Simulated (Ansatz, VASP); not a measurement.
# W (ladder W chain): VASP beside Ansatz, part 2 of 2

One calculation is typed for both programs; each brings its own data sets. How far apart do they land? The structure shown is the end of the Ansatz relaxation below.

VASP 6.6.1 and Ansatz 0.2.0.

So far. Step 4 (Differences): The forces differ by 747 meV/Å r.m.s., where the r.m.s. force is 0.000 eV/Å in Ansatz and 0.747 eV/Å in VASP: the atoms lie near their places of rest in Ansatz, so a percentage would say little (all taken over all components).

## Step 7: VASP: single point, PBE, pair 2

Level of this step: PBE, zero-moment start; plane waves and PAW (W) (VASP).

The same cell, functional, mesh and smearing now go to VASP, with its own data sets.

Input file INCAR:

```
SYSTEM = W
PREC = Accurate
ENCUT = 600
EDIFF = 1E-06
NELM = 200
ISMEAR = -1
SIGMA = 0.05
LREAL = .FALSE.
ALGO = Normal
GGA = PE
NBANDS = 13
ISPIN = 2
MAGMOM = -0 -0
LASPH = .TRUE.
LMAXMIX = 4
LORBIT = 11
LWAVE = .FALSE.
LCHARG = .FALSE.
ISIF = 2
GGA_COMPAT = .FALSE.
KPAR = 2
```

Input file POSCAR:

```
W
1.0
    9.0000000000      0.0000000000      0.0000000000
    0.0000000000      7.5000000000      0.0000000000
    0.0000000000      0.0000000000      2.9774650836
W
2
Direct
    0.4026895195      0.5000000000      1.0000000000
    0.5973104805      0.5000000000      0.5000000000
```

Input file KPOINTS:

```
Automatic mesh
0
Gamma
1 1 26
0 0 0
```

PAW data sets: W (PBE family, release 64).

Started as:

```console
> mpirun -np 2 vasp_std
```

Numbers of over 12 decimals in the logs are rounded to 6 here.

The program printed:

```text
[... set-up lines as in an earlier step ...]
 entering main loop
       N       E                     dE             d eps       ncg     rms          rms(c)
DAV:   1     0.505499343933E+02    0.50550E+02   -0.37699E+03   728   0.707E+02
DAV:   2    -0.118414000429E+02   -0.62391E+02   -0.55352E+02  1256   0.109E+02
DAV:   3    -0.206722584468E+02   -0.88309E+01   -0.85584E+01   958   0.485E+01
DAV:   4    -0.209009143498E+02   -0.22866E+00   -0.22584E+00  1057   0.848E+00
[...]
DAV:  15    -0.186382460230E+02   -0.28511E-05   -0.54012E-06   908   0.162E-02    0.387E-03
DAV:  16    -0.186382473109E+02   -0.12880E-05   -0.15142E-06   850   0.956E-03    0.152E-03
DAV:  17    -0.186382474916E+02   -0.18065E-06   -0.28922E-07   771   0.512E-03
   1 F= -.18638247E+02 E0= -.18628956E+02  d E =-.185837E-01  mag=     0.0000
```

From OUTCAR (step 7):

```text
  Total       -1.9404013     -0.4016021     -1.6647883      0.0000000      0.0000000      0.0000000
  in kB      -15.4686243     -3.2015195    -13.2714735      0.0000000      0.0000000      0.0000000
  external PRESSURE =     -10.6472058 kB  Pullay stress =       0.0000000 kB

 POSITION                                       TOTAL-FORCE (eV/Angst)
 -----------------------------------------------------------------------------------
      3.62421      3.75000      0.00000         1.295137      0.000000      0.000000
      5.37579      3.75000      1.48873        -1.295137      0.000000      0.000000
 -----------------------------------------------------------------------------------
    total drift:                               -0.000000     -0.000000     -0.000000

  FREE ENERGIE OF THE ION-ELECTRON SYSTEM (eV)
  ---------------------------------------------------
  free  energy   TOTEN  =       -18.6382474916 eV

  energy  without entropy=      -18.6196637786  energy(sigma->0) =      -18.62895564

 magnetization (x)
# of ion       s       p       d       tot
------------------------------------------
    1       -0.000  -0.000   0.000   0.000
    2       -0.000  -0.000   0.000   0.000
--------------------------------------------------
tot         -0.000  -0.000   0.000   0.000

[... 3 further parts left out ...]
[key lines of the parts left out:]
E-fermi :  -1.9504
```

## Step 8: Comparison

What differs besides the data sets and the points named for the pairs above, as far as they apply: the data sets hold 28 valence electrons in Ansatz (on its default PAW (the set named soft_2) files) and 12 in VASP. Total energies have different zeros and are not compared.

Compared:

```csv
quantity,Ansatz,VASP,difference
pressure (GPa),-0.02,-1.06,+1.05
```

Forces (eV/Å; atoms numbered as in POSCAR):

```csv
atom,"Ansatz x, y, z","VASP x, y, z"
W1,"0.002, 0.000, 0.000","1.295, 0.000, 0.000"
W2,"-0.002, 0.000, 0.000","-1.295, 0.000, 0.000"
```

The forces differ by 747 meV/Å r.m.s., where the r.m.s. force is 0.001 eV/Å in Ansatz and 0.748 eV/Å in VASP: the atoms lie near their places of rest in Ansatz, so a percentage would say little (all taken over all components).

## Step 9: Ansatz: relaxation, RPBE

This run makes the geometry at which the two programs are then compared. The cell compared in this pair holds 202.57 Å³, against 200.98 Å³ for the pair before.

The structure compared here is the end of the Ansatz relaxation.

Input file input.yaml:

```yaml
crystal:
  lattice:
    - [9.0, 0.0, 0.0]
    - [0.0, 7.5, 0.0]
    - [0.0, 0.0, 3.17034]
  atoms:
    - { symbol: W, position: [0.34952, 0.5, 0.0], spin: 2.0 }
    - { symbol: W, position: [0.65048, 0.5, 0.5], spin: 2.0 }
magnetization:
  spin_polarized: true
kpoints:
  mp_grid: { grid: [1, 1, 26] }
scf:
  occupations: { method: fermi_dirac, width: 0.05 }
hamiltonian:
  xc: rpbe
relax:
  cell: { fix: [a, b, alpha, beta, gamma] }
  max_steps: 60
```

Started as:

```console
> ansatz run input.yaml --threads 4 --pin off --max-ram 8192MiB --backend cpu --events-out ev --progress --plain --runs-dir out
```

The program printed:

```text
[...]
Crystal: 2 atoms, lattice volume = 213.998 Å³
Basis set: ecut = 420 eV, 4217 PW (Γ), exchange–correlation on 128×108×48 points (8 copies of the dense FFT grid, shifted against one another)
Bands: 20, of which v1, the nominal top of the filled ones, is band 14 counted from 1 (13 counted from 0)
Symmetry: 8 space group operations
[...]
-0.000000       0.000000       0.002792
  P = ⅓ Tr σ = -0.0131 GPa (-0.131 kbar)
--- Relaxed structure (8 steps of the walk, 7 accepted, 1 SCFs on fresh bases) ---
[...]
cell:  # Å, volume = 202.5687 Å³
    - [9.0, 0.0, 0.0]
    - [0.0, 7.5, 0.0]
    - [0.0, 0.0, 3.001018]
  atoms:
    - { symbol: W, position: [0.402695, 0.500000, 0.0] }
    - { symbol: W, position: [0.597305, 0.500000, 0.5] }
[key lines of the parts left out:]
SCF converged after 7 iterations
Magnetization: -0.0000 μB (14.0000 up, 14.0000 down)
Free energy (F): -20787.954185 eV
Fermi energy:    0.468443 eV
```

## Step 10: VASP: single point, RPBE

The same cell, functional, mesh and smearing now go to VASP, with its own data sets.

Changes to INCAR since step 7:

```diff
@@ -9,3 +9,3 @@
 ALGO = Normal
-GGA = PE
+GGA = RP
 NBANDS = 13
```

Input file POSCAR:

```
W
1.0
    9.0000000000      0.0000000000      0.0000000000
    0.0000000000      7.5000000000      0.0000000000
    0.0000000000      0.0000000000      3.0010180498
W
2
Direct
    0.4026945308      0.5000000000      0.0000000000
    0.5973054692      0.5000000000      0.5000000000
```

KPOINTS is that of step 7.

Started as:

```console
> mpirun -np 2 vasp_std
```

The program printed:

```text
[banner, memory and clock lines left out]
running    2 mpi-ranks, on    1 nodes
[...]
|                                                                             |
|               ----> ADVICE to this user running VASP <----                  |
|                                                                             |
|     You enforced a specific xc type in the INCAR file but a different       |
|     [... a line on the potential file left out ...]
|     I HOPE YOU KNOW WHAT YOU ARE DOING!                                     |
|                                                                             |

 LDA part: xc-table for (Slater+PW92), standard interpolation
 POSCAR, INCAR and KPOINTS ok, starting setup
[...]
entering main loop
       N       E                     dE             d eps       ncg     rms          rms(c)
DAV:   1     0.499660750953E+02    0.49966E+02   -0.37839E+03   728   0.709E+02
DAV:   2    -0.113706771160E+02   -0.61337E+02   -0.54479E+02  1238   0.107E+02
DAV:   3    -0.199171781078E+02   -0.85465E+01   -0.82582E+01   989   0.472E+01
DAV:   4    -0.201338158600E+02   -0.21664E+00   -0.21206E+00  1027   0.802E+00
[...]
DAV:  18    -0.179348761286E+02   -0.77198E-06   -0.29803E-05   738   0.524E-02    0.461E-04
DAV:  19    -0.179348730207E+02    0.31079E-05   -0.17146E-05   773   0.398E-02    0.253E-04
DAV:  20    -0.179348721075E+02    0.91326E-06   -0.26334E-06   918   0.154E-02
   1 F= -.17934872E+02 E0= -.17925440E+02  d E =-.188637E-01  mag=    -0.0000
```

OUTCAR, selected parts (step 10):

```text
  Total       -1.8518383     -0.3902523     -1.6358270      0.0000000      0.0000000      0.0000000
  in kB      -14.6467495     -3.0866238    -12.9382512      0.0000000      0.0000000      0.0000000
  external PRESSURE =     -10.2238748 kB  Pullay stress =       0.0000000 kB

 POSITION                                       TOTAL-FORCE (eV/Angst)
 -----------------------------------------------------------------------------------
      3.62425      3.75000      0.00000         1.244321      0.000000      0.000000
      5.37575      3.75000      1.50051        -1.244321      0.000000      0.000000
 -----------------------------------------------------------------------------------
    total drift:                               -0.000000     -0.000000     -0.000000

  FREE ENERGIE OF THE ION-ELECTRON SYSTEM (eV)
  ---------------------------------------------------
  free  energy   TOTEN  =       -17.9348721075 eV

  energy  without entropy=      -17.9160083821  energy(sigma->0) =      -17.92544024

 magnetization (x)
# of ion       s       p       d       tot
------------------------------------------
    1        0.000  -0.000   0.000   0.000
    2        0.000  -0.000   0.000   0.000
--------------------------------------------------
tot          0.000  -0.000   0.000   0.000

[... 1 part as in an earlier step ...]

[... 2 further parts left out ...]
[key lines of the parts left out:]
E-fermi :  -1.8585
```

## Step 11: Side by side

What differs besides the data sets and the points named for the pairs above, as far as they apply: the data sets hold 28 valence electrons in Ansatz (on its default PAW (the set named soft_2) files) and 12 in VASP; Ansatz makes its cores anew for this functional, VASP keeps those of its PBE data sets. Total energies have different zeros and are not compared.

Both answers:

```csv
quantity,Ansatz,VASP,difference
pressure (GPa),-0.01,-1.02,+1.01
```

Forces (eV/Å; atoms numbered as in POSCAR):

```csv
atom,"Ansatz x, y, z","VASP x, y, z"
W1,"-0.003, 0.000, 0.000","1.244, 0.000, 0.000"
W2,"0.003, 0.000, 0.000","-1.244, 0.000, 0.000"
```

The forces differ by 720 meV/Å r.m.s., where the r.m.s. force is 0.002 eV/Å in Ansatz and 0.718 eV/Å in VASP: the atoms lie near their places of rest in Ansatz, so a percentage would say little (all taken over all components).

## Step 12: Outcome

```yaml
r_m_s_force_difference_single_point_pbe_pair_1: 100 % of the r.m.s. force
difference_in_pressure_single_point_pbe_pair_1: 1.0 GPa
r_m_s_force_difference_single_point_pbe_pair_2: 100 % of the r.m.s. force
difference_in_pressure_single_point_pbe_pair_2: 1.0 GPa
r_m_s_force_difference_single_point_rpbe: 100 % of the r.m.s. force
difference_in_pressure_single_point_rpbe: 1.0 GPa
```

The r.m.s. force difference is 100 % of the r.m.s. force (single point, RPBE), beyond the 3 % picked in this series as the mark of a large difference. The data sets hold unlike numbers of valence electrons (28 in Ansatz and 12 in VASP), so part of the differences comes from the potentials. By the marks of this series, far apart in the single point, PBE, pair 1 pair: the r.m.s. force difference, 100 % of the r.m.s. force and the difference in pressure, 1.0 GPa. Single point, PBE, pair 1, VASP with the data sets W_sv and a cutoff of 500 eV: r.m.s. force difference goes from 747 to 205 meV/Å; the difference in pressure goes from 1.0 to -0.28 GPa. By the marks of this series, far apart in the single point, PBE, pair 2 pair: the r.m.s. force difference, 100 % of the r.m.s. force and the difference in pressure, 1.0 GPa. What causes the difference of the single point, PBE, pair 2 pair stays open here. By the marks of this series, far apart in the single point, RPBE pair: the r.m.s. force difference, 100 % of the r.m.s. force and the difference in pressure, 1.0 GPa. 7 further runs of this series are not shown here. How closely two codes agree says nothing of how well the functional describes the real material.

[Lines on the potential files, build, host, timing and source positions are cut from VASP's logs without a mark.]

[Logs are printed without paths, hosts, clocks, repeated set-up lines and the standing remarks that a program may print on its own settings, such as how far it seeks lower states.]

[Hosts, paths, dates, database ids (printed as entryN), source tags and the programs' standing remarks are cut or masked in the printed files.]
